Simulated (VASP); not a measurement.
Data:

```xyz
6
Lattice="3.5610 0.0000 0.0000 0.0000 3.5610 0.0000 0.0000 0.0000 5.1732" Properties=species:S:1:pos:R:3 pbc="T T T"
Hf     1.7805     1.7805     2.5866
Hf     0.0000     0.0000     0.0000
O      0.0000     1.7805     3.6051
O      0.0000     1.7805     1.0185
O      1.7805     0.0000     4.1547
O      1.7805     0.0000     1.5681
```

All values below come from r2SCAN meta-GGA, VASP's PBE PAW potentials (set 64) (plane waves; VASP). Numerical set-up: 520 eV cut-off, 7×7×5 Γ-centred mesh, tetrahedra with Blöchl corrections, potentials Hf_pv O.

Unless said otherwise, spin-orbit coupling is left out, though it shifts the bands of the heavy elements here.

Task: What does the run give for the energy per atom (σ→0), band gap (over mesh and band path) with the smallest direct gap where there is one?

Result: 
```yaml
band gap (over mesh and band path): 5.29 eV
smallest direct gap (over mesh and band path): 5.37 eV
energy per atom (σ→0): -22.884 eV/atom
```

Only differences to runs with the same potentials and settings are physical.

The structure comes from a computed database's HfO2 entry (P4_2/nmc); how it stands against other phases isn't given here. It was relaxed first.
